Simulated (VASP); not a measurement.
Shape and ions are relaxed at each volume.

Energy against volume of FePt (L1_0). These are rev-vdW-DF2, VASP's PBE PAW potentials (set 64) (plane waves; VASP) values and carry that method's errors.

```tsv
V (Å³/atom)	E (eV/atom)
12.895	-5.26951
13.306	-5.29862
13.718	-5.30716
14.129	-5.29893
14.541	-5.27672
```

### Question
Fit a third-order Birch-Murnaghan equation of state.

### Answer

The volume per atom comes out as 13.71 Å³/atom and the bulk modulus is 219 GPa. The pressure derivative of the bulk modulus is 5.47.

Measured: bulk modulus 208 GPa (computed value off by +5.3 %), as given by First-principles calculations on Fe-Pt nanoclusters of various morphologies. The calculation is for a static lattice, while the measured bulk modulus holds thermal and zero-point effects, which are part of the difference.

The compound is FePt in the L1_0 structure. It was relaxed first.
